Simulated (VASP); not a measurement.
O2C, in a box:

```
CELL_PARAMETERS angstrom
12.15543 0.00000 0.00000
0.00000 12.65543 0.00000
0.00000 0.00000 13.15543
ATOMIC_POSITIONS crystal
O 0.48628 0.56490 0.43708
O 0.51452 0.43947 0.56656
C 0.50040 0.50218 0.50183
```

Base run:

* Program: VASP 6.6.1
* Functional: PBEsol
* Potentials or basis: VASP PAW PBE potentials, release 64 (O, C)
* Cutoff: 400 eV
* k mesh: 1 × 1 × 1
* Occupations: gaussian, width 0.01 eV
* Spin: no spin polarisation

Its results: gap between the frontier levels 8.12 eV; largest force 0.236 eV/Å.

Task: After a change of settings the same cell gave: gap between the frontier levels 8.21 eV; largest force 0.873 eV/Å. Which change was it?
A. functional from PBEsol to LDA; potentials or basis from VASP PAW PBE potentials, release 64 (O, C) to VASP PAW LDA potentials, release 64 (O, C)
B. functional from PBEsol to RPBE; dispersion from none to D3(BJ)
C. functional from PBEsol to RPBE
D. functional from PBEsol to rev-vdW-DF2

Result: A.

Caveats: the standard files for N, O and F lose accuracy on very short bonds; the PAW data sets were made with another functional, which shifts forces and pressure a little (some runs).

Runs at the PBE level aren't shown here.
